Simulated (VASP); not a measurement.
Method: PBE GGA, VASP's PBE PAW potentials (set 64) (plane waves; VASP).

VASP ran on this input.

### KPOINTS
```
Regular mesh
0
G
  14 14 8
```

### INCAR
```
SYSTEM  =  Zn
EDIFF  =  1E-7   # SCF stop (eV)
SIGMA  =  0.1   # width (eV)
ISIF  =  2
ALGO  =  Normal
LASPH  =  .TRUE.   # aspherical one-centre terms
PREC  =  Accurate
LCHARG  =  .FALSE.
LREAL  =  .FALSE.   # projection in real space or not
LMAXMIX  =  4   # l cut-off of mixed one-centre charges
GGA  =  PE   # PBE
LWAVE  =  .FALSE.
ISMEAR  =  1
NELM  =  100
ENCUT  =  480
```

### POSCAR
```
Zn
1
    1.3356537047    -2.3134205093     0.0000000000
    1.3356537047     2.3134205093     0.0000000000
    0.0000000000    -0.0000000000     4.8533396134
Zn
2
Direct
  0.3333330000   0.6666670000   0.2500000000
  0.6666670000   0.3333330000   0.7500000000
```

POTCAR, in this order: Zn (PBE.64 set). Program: vasp_std.

Output of the run:

OSZICAR:
```
       N       E                     dE             d eps       ncg     rms          rms(c)
DAV:   1     0.926672603647E+02    0.92667E+02   -0.12391E+04  3920   0.226E+03
DAV:   2     0.129871075047E+00   -0.92537E+02   -0.91394E+02  3952   0.294E+02
DAV:   3    -0.241865195675E+01   -0.25485E+01   -0.25453E+01  4784   0.601E+01
DAV:   4    -0.242598794255E+01   -0.73360E-02   -0.73358E-02  4624   0.328E+00
DAV:   5    -0.242599868320E+01   -0.10741E-04   -0.10741E-04  4616   0.101E-01    0.411E+00
DAV:   6    -0.222491108519E+01    0.20109E+00   -0.99232E-01  3968   0.222E+01    0.308E+00
DAV:   7    -0.221577496895E+01    0.91361E-02   -0.29856E-02  4848   0.322E+00    0.158E+00
DAV:   8    -0.221127397351E+01    0.45010E-02   -0.17713E-03  5208   0.717E-01    0.464E-02
DAV:   9    -0.221127868203E+01   -0.47085E-05   -0.25331E-04  5400   0.243E-01    0.336E-02
DAV:  10    -0.221128140278E+01   -0.27207E-05   -0.24987E-05  4280   0.699E-02    0.288E-03
DAV:  11    -0.221128119691E+01    0.20586E-06   -0.13870E-07  4032   0.482E-03    0.172E-03
DAV:  12    -0.221128084681E+01    0.35010E-06   -0.29449E-08  2496   0.350E-03    0.994E-05
DAV:  13    -0.221128084747E+01   -0.65575E-09   -0.81442E-09  2280   0.929E-04
   1 F= -.22112808E+01 E0= -.22111327E+01  d E =-.444434E-03
```

OUTCAR:
```
------------------------ aborting loop because EDIFF is reached ----------------------------------------
  FORCE on cell =-STRESS in cart. coord.  units (eV):
  Direction    XX          YY          ZZ          XY          YZ          ZX
  --------------------------------------------------------------------------------------
  Total        0.1195491      0.1195492      0.0643254      0.0000000      0.0000000      0.0000000
  in kB        6.3861325      6.3861349      3.4361636      0.0000000      0.0000000      0.0000000
  external PRESSURE =       5.4028103 kB  Pullay stress =       0.0000000 kB
  volume of cell :       29.99
      direct lattice vectors                 reciprocal lattice vectors
     1.335653705 -2.313420509  0.000000000     0.374348529 -0.216130184  0.000000000
     1.335653705  2.313420509  0.000000000     0.374348529  0.216130184  0.000000000
     0.000000000  0.000000000  4.853339613     0.000000000  0.000000000  0.206043689
 POSITION                                       TOTAL-FORCE (eV/Angst)
 -----------------------------------------------------------------------------------
      1.33565      0.77114      1.21333        -0.000000     -0.000000      0.000000
      1.33565     -0.77114      3.64000         0.000000      0.000000      0.000000
 -----------------------------------------------------------------------------------
    total drift:                                0.000000      0.000073      0.000003
  FREE ENERGIE OF THE ION-ELECTRON SYSTEM (eV)
  ---------------------------------------------------
  free  energy   TOTEN  =        -2.2112808475 eV

  energy  without entropy=       -2.2108364138  energy(sigma->0) =       -2.21113270
```
(Selected blocks of OUTCAR.)

The compound is Zn in the hcp structure. It was relaxed first.
